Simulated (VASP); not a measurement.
Energy against volume of Li$_{2}$S (antifluorite). Method: MS2 meta-GGA, VASP's PBE PAW potentials (set 64) (plane waves; VASP 6.6.1). Numerical set-up: 520 eV cut-off, 7×7×7 Γ-centred mesh, Gaussian smearing of 0.050 eV, potentials Li_sv S.

```
V (Å³/atom)  E (eV/atom)
-----------  -----------
14.487          -6.20123
14.935          -6.20301
15.383          -6.20110
15.831          -6.19594
```

### Question
Fit these four points and predict the energy of the run at 14.038 Å³/atom.

### Answer
A cubic in V^(−2/3), the third-order Birch-Murnaghan form, passes through the four points with V0 = 14.92 Å³/atom and B0 = 44 GPa, and gives -6.1952 eV/atom there. The run gave -6.1951 eV/atom, +0.1 meV/atom from the fit; all five points give B0 = 44 GPa.

The compound is Li2S in the antifluorite structure. It was relaxed first.
